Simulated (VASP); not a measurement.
Here is the system:

```
AlRu
1.0
    3.03186     0.00000     0.00000
    0.00000     3.03186     0.00000
    0.00000     0.00000     3.03186
Al Ru
1 1
Cartesian
  1.51593   1.51593   1.51593
  0.00000   0.00000   0.00000
```

Level of theory: AM05 GGA, VASP's PBE PAW potentials (set 64) (plane waves; VASP). Run with 520 eV cut-off, 12×12×12 Γ-centred mesh, first-order Methfessel-Paxton smearing of 0.10 eV, potentials Al Ru_pv.

### Question
Give the stress tensor in GPa (positive for a compressed cell).

### Answer

```
-11.46    0.00    0.00
  0.00  -11.46    0.00
  0.00    0.00  -11.46
```
The pressure is its mean diagonal, -11.46 GPa.

The compound is RuAl in the CsCl type structure. This cell is one point of a volume scan, at 1.06 of the reference volume. The electron count is odd and the run is not spin-polarised, which forces a metal.
